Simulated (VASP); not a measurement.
# Al2InN3 (P3m1) in VASP: density of states with PBE

Aim: the density of states of Al2InN3 with PBE.

All numbers are computed with VASP 6.6.1; they aren't measurements. Logs are shortened: lines on timing, memory, paths and dates and some standing lists are left out, and cuts for length are marked.

## 1. The crystal as given

Symmetry: P3m1, No. 156, trigonal system. Conventional cell: a = 3.254 Å, b = 3.254 Å, c = 8.082 Å, α = 90.00°, β = 90.00°, γ = 120.00°. Around Al (site symmetry 3m) lie 4 N at 1.90 to 1.97 Å. Al (site symmetry 3m) is surrounded by 4 N at 1.87 to 1.97 Å. In (site symmetry 3m) is surrounded by 4 N at 2.10 to 2.20 Å. N (site symmetry 3m) is surrounded by 3 Al at 1.97 Å and 1 In at 2.20 Å. N (site symmetry 3m) has 4 Al at 1.90 to 1.97 Å as nearest neighbours. Around N (site symmetry 3m) lie 1 Al at 1.87 Å and 3 In at 2.10 Å.

The cell was built by a generator and needn't be a form met in nature.

## 2. Density of states, PBE

POSCAR reads:

```
Al2InN3                                 
1.0
    3.2537582521      0.0000000000      0.0000000000
   -1.6268791261      2.8178373015      0.0000000000
    0.0000000000      0.0000000000      8.0824559895
  Al              In              N             
     2     1     3
Direct
     0.3333333300000021    0.6666666699999979    0.0131913514356157
     0.6666666699999979    0.3333333300000021    0.3229735883549409
     0.0000000000000000    0.0000000000000000    0.6696647422379129
     0.0000000000000000    0.0000000000000000    0.9416363149398279
     0.3333333300000021    0.6666666699999979    0.2483926039095152
     0.6666666699999979    0.3333333300000021    0.5541104391221836
```

INCAR.step1 reads:

```
PREC = Accurate
ENCUT = 520
EDIFF = 1E-6
ISMEAR = 0
SIGMA = 0.03
LREAL = False
LASPH = True
NELM = 100
ALGO = Normal
ISIF = 2
LWAVE = False
LCHARG = True
GGA = PE
KPAR = 2
```

KPOINTS.step1 reads:

```
regular mesh
0
Gamma
  8 8 4
```

INCAR.step2 reads:

```
PREC = Accurate
ENCUT = 520
EDIFF = 1E-6
ISMEAR = -5
SIGMA = 0.03
LREAL = False
LASPH = True
NELM = 100
ALGO = Normal
ISIF = 2
LWAVE = False
LCHARG = False
GGA = PE
LORBIT = 11
KPAR = 2
NEDOS = 2001
ICHARG = 11
```

KPOINTS.step2 reads:

```
regular mesh
0
Gamma
  12 12 6
```

Potentials or basis: VASP PAW PBE potentials, release 64 (Al, In_d, N).

Run with:

```bash
$ cat potpaw_PBE.64/Al/POTCAR potpaw_PBE.64/In_d/POTCAR potpaw_PBE.64/N/POTCAR > POTCAR
$ cp INCAR.step1 INCAR
$ cp KPOINTS.step1 KPOINTS
$ mpirun -np 2 vasp_std > vasp.out
$ cp INCAR.step2 INCAR
$ cp KPOINTS.step2 KPOINTS
$ mpirun -np 2 vasp_std > vasp.out
```

OUTCAR:

```text
PREC = Accurate
   ENCUT = 520
   EDIFF = 1E-6
   ISMEAR = -5
   LREAL = False
   LASPH = True
   NELM = 100
   ISIF = 2
   GGA = PE
   LORBIT = 11
   ICHARG = 11

 ion  position               nearest neighbor table
   1  0.333  0.667  0.013-   5 1.90   4 1.97   4 1.97   4 1.97   2 3.13   2 3.13   2 3.13   3 3.35
                             3 3.35   3 3.35
   2  0.667  0.333  0.323-   6 1.87   5 1.97   5 1.97   5 1.97   1 3.13   1 3.13   1 3.13   3 3.37
                             3 3.37   3 3.37
   3  0.000  0.000  0.670-   6 2.10   6 2.10   6 2.10   4 2.20   1 3.35   1 3.35   1 3.35   2 3.37
                             2 3.37   2 3.37
   4  0.000  0.000  0.942-   1 1.97   1 1.97   1 1.97   3 2.20
   5  0.333  0.667  0.248-   1 1.90   2 1.97   2 1.97   2 1.97
   6  0.667  0.333  0.554-   2 1.87   3 2.10   3 2.10   3 2.10

  LATTYP: Found a hexagonal cell.
 ALAT       =     3.2537582521
 C/A-ratio  =     2.4840370314

  Lattice vectors:

 A1 = (   3.2537582521,   0.0000000000,   0.0000000000)
 A2 = (  -1.6268791261,   2.8178373015,   0.0000000000)
 A3 = (   0.0000000000,   0.0000000000,   8.0824559895)

Analysis of symmetry for initial positions (statically):
=====================================================================
 Subroutine PRICEL returns:
 Original cell was already a primitive cell.

 Routine SETGRP: Setting up the symmetry group for a
 hexagonal supercell.

 Subroutine GETGRP returns: Found  6 space group operations
 (whereof  6 operations were pure point group operations)
 out of a pool of 24 trial point group operations.

The static configuration has the point symmetry C_3v.

Analysis of symmetry for dynamics (positions and initial velocities):
=====================================================================
 Subroutine PRICEL returns:
 Original cell was already a primitive cell.

 Routine SETGRP: Setting up the symmetry group for a
 hexagonal supercell.

 Subroutine GETGRP returns: Found  6 space group operations
 (whereof  6 operations were pure point group operations)
 out of a pool of 24 trial point group operations.

The dynamic configuration has the point symmetry C_3v.

 Subroutine INISYM returns: Found  6 space group operations
 (whereof  6 operations are pure point group operations),
 and found     1 'primitive' translations

----------------------------------------------------------------------------------------

[... 110 lines left out ...]
   POTIM  = 0.5000    time-step for ionic-motion
   TEBEG  =    0.0;   TEEND  =   0.0 temperature during run
   PSTRESS=    0.0 pullay stress
   NELECT =      34.0000    total number of electrons
   NUPDOWN=      -1.0000    fix difference up-down
   EMIN   =  10.00;   EMAX   =-10.00  energy-range for DOS
   EFERMI =   0.00;   METHOD = LEGACY
   ISMEAR =    -5;   SIGMA  =   0.03  broadening in eV -4-tet -1-fermi 0-gaus
   EFERMI_NEDOS =   21; number of points for ismear=-14 and -15
   IALGO  =     38    algorithm
   IMIX   =      4    mixing-type and parameters
     AMIX     =   0.40;   BMIX     =  1.00
     AMIX_MAG =   1.60;   BMIX_MAG =  1.00
  volume/ion in A,a.u.               =      12.35        83.35
  Fermi-wavevector in a.u.,A,eV,Ry     =   1.262660  2.386081 21.691895  1.594309
  Thomas-Fermi vector in A             =   2.396056
   LORBIT       =     11    0 simple, 1 ext, 2 COOP (PROOUT), +10 PAW based schemes
   GGA     = PE    functional components
   LHFCALC =     F    Hartree Fock is set to
   AEXX    =    0.0000 exact exchange contribution
   IVDW    =     0    specifies the selected vdW correction
   LEPSILON=     F    determine dielectric tensor
   LRPA    =     F    only Hartree local field effects (RPA)
 non-spin polarized calculation
 Fermi weights with tetrahedron method with Bloechl corrections
  energy-cutoff  :      520.00
  volume of cell :       74.10
 maximum number of plane-waves:      2040

 number of electron      34.0000007 magnetization

 Free energy of the ion-electron system (eV)
  ---------------------------------------------------
  ext. energy  EPLUGINS =         0.00000000
  ---------------------------------------------------
  free energy    TOTEN  =       -39.72525438 eV

  energy without entropy =      -39.72525438  energy(sigma->0) =      -39.72525438

 E-fermi :   6.7256     XC(G=0): -10.7879

 val. band max:        6.7144829421   @ k =   0.0000   0.0000   0.0000
 cond. band min:       7.7974129746   @ k =   0.0000   0.0000   0.0000
 fundamental gap:      1.0829300325
 Fermi energy:         6.7255836629

 k-point     1 :       0.0000    0.0000    0.0000
  band No.  band energies     occupation
      1      -8.6589      2.00000
      2      -8.2132      2.00000
      3      -7.2993      2.00000
      4      -6.8503      2.00000
      5      -6.8503      2.00000
      6      -6.4130      2.00000
[... 565 lines left out ...]
     20      12.6278      0.00000
     21      13.5085      0.00000

 [... further k-points ...]
[... 5 lines left out ...]
  --------------------------------------------------------------------------------------
  -------------------------------------------------------------------------------------
  Total        0.0152359      0.0152359      0.0109245     -0.0000000      0.0000000      0.0000000
  in kB        0.3294071      0.3294071      0.2361927     -0.0000000      0.0000000      0.0000000
  external PRESSURE =       0.2983356 kB  Pullay stress =       0.0000000 kB

 VOLUME and BASIS-vectors are now :
 -----------------------------------------------------------------------------
  energy-cutoff  :      520.00
  volume of cell :       74.10
      direct lattice vectors                 reciprocal lattice vectors
     3.253758252  0.000000000  0.000000000     0.307336908  0.177441047  0.000000000
    -1.626879126  2.817837302  0.000000000     0.000000000  0.354882093  0.000000000
     0.000000000  0.000000000  8.082455989     0.000000000  0.000000000  0.123724769

 POSITION                                       TOTAL-FORCE (eV/Angst)
 -----------------------------------------------------------------------------------
     -0.00000      1.87856      0.10662         0.000000     -0.000000     -0.002101
      1.62688      0.93928      2.61042         0.000000     -0.000000     -0.000971
      0.00000      0.00000      5.41254         0.000000     -0.000000      0.001846
      0.00000      0.00000      7.61073         0.000000     -0.000000     -0.001180
     -0.00000      1.87856      2.00762         0.000000      0.000000      0.001420
      1.62688      0.93928      4.47857        -0.000000      0.000000      0.000986
 -----------------------------------------------------------------------------------
    total drift:                                0.000150     -0.000086     -0.000838

  FREE ENERGIE OF THE ION-ELECTRON SYSTEM (eV)
  ---------------------------------------------------
  free  energy   TOTEN  =       -39.7252543781 eV

  energy  without entropy=      -39.7252543781  energy(sigma->0) =      -39.72525438

 total charge

# of ion       s       p       d       tot
------------------------------------------
    1        0.360   0.399   0.000   0.759
    2        0.358   0.397   0.000   0.755
    3        0.774   0.873  10.025  11.673
    4        1.227   2.500   0.000   3.727
    5        1.220   2.560   0.000   3.781
    6        1.239   2.523   0.000   3.761
--------------------------------------------------
tot          5.178   9.253  10.025  24.457
```

OSZICAR.step1:

```text
N       E                     dE             d eps       ncg     rms          rms(c)
DAV:   1     0.275977482872E+03    0.27598E+03   -0.15857E+04  1475   0.178E+03
DAV:   2    -0.507654235711E+01   -0.28105E+03   -0.26836E+03  1586   0.425E+02
DAV:   3    -0.452602554990E+02   -0.40184E+02   -0.39127E+02  1937   0.146E+02
DAV:   4    -0.468567110166E+02   -0.15965E+01   -0.15905E+01  1746   0.309E+01
DAV:   5    -0.469164175227E+02   -0.59707E-01   -0.59688E-01  2116   0.623E+00    0.162E+01
DAV:   6    -0.396353598652E+02    0.72811E+01   -0.32491E+01  2297   0.644E+01    0.124E+01
DAV:   7    -0.397719707812E+02   -0.13661E+00   -0.21655E+00  1665   0.113E+01    0.386E+00
DAV:   8    -0.397359069218E+02    0.36064E-01   -0.13838E-01  2155   0.462E+00    0.248E+00
DAV:   9    -0.397241876619E+02    0.11719E-01   -0.39516E-02  2336   0.333E+00    0.367E-01
DAV:  10    -0.397238865234E+02    0.30114E-03   -0.63779E-03  2234   0.956E-01    0.244E-01
DAV:  11    -0.397242962456E+02   -0.40972E-03   -0.21500E-03  2286   0.428E-01    0.145E-01
DAV:  12    -0.397243683430E+02   -0.72097E-04   -0.28219E-04  2225   0.180E-01    0.374E-02
DAV:  13    -0.397243800300E+02   -0.11687E-04   -0.48021E-05  1967   0.703E-02    0.116E-02
DAV:  14    -0.397243809087E+02   -0.87867E-06   -0.76674E-06  1981   0.250E-02
   1 F= -.39724381E+02 E0= -.39724381E+02  d E =-.304742E-12
```

It took 56 s on 2 MPI ranks of Intel Xeon Platinum 8488C (Sapphire Rapids), shared host; peak memory 0.28 GiB.

Results:

```yaml
Valence_electrons_inside_the_program's_atomic_spheres: Al 0.76; In 11.67; N 3.73, 3.78, 3.76
```

States per cell in windows of 1 eV (zero at the valence-band top; states under -8 eV left out):
```csv
from (eV),total,N4_p,N6_p,N5_p,In3_s,In3_p,Al2_p
-8.0,0.00,0.00,0.00,0.00,0.00,0.00,0.00
-7.0,0.35,0.04,0.03,0.03,0.03,0.01,0.01
-6.0,3.38,0.38,0.31,0.28,0.35,0.08,0.04
-5.0,1.73,0.17,0.11,0.25,0.10,0.03,0.02
-4.0,2.85,0.39,0.32,0.39,0.06,0.12,0.07
-3.0,4.38,0.83,0.46,0.71,0.05,0.19,0.12
-2.0,4.12,0.63,0.69,0.81,0.02,0.22,0.08
-1.0,1.24,0.05,0.55,0.08,0.00,0.09,0.00
0.0,0.00,0.00,0.00,0.00,0.00,0.00,0.00
1.0,0.05,0.01,0.01,0.00,0.00,0.00,0.00
2.0,0.67,0.07,0.07,0.02,0.04,0.03,0.01
3.0,1.18,0.10,0.11,0.02,0.06,0.07,0.02
4.0,2.07,0.13,0.09,0.11,0.12,0.07,0.06
5.0,1.84,0.09,0.09,0.09,0.11,0.09,0.05
6.0,1.73,0.11,0.12,0.09,0.14,0.06,0.04
7.0,0.46,0.04,0.03,0.02,0.05,0.03,0.01
```
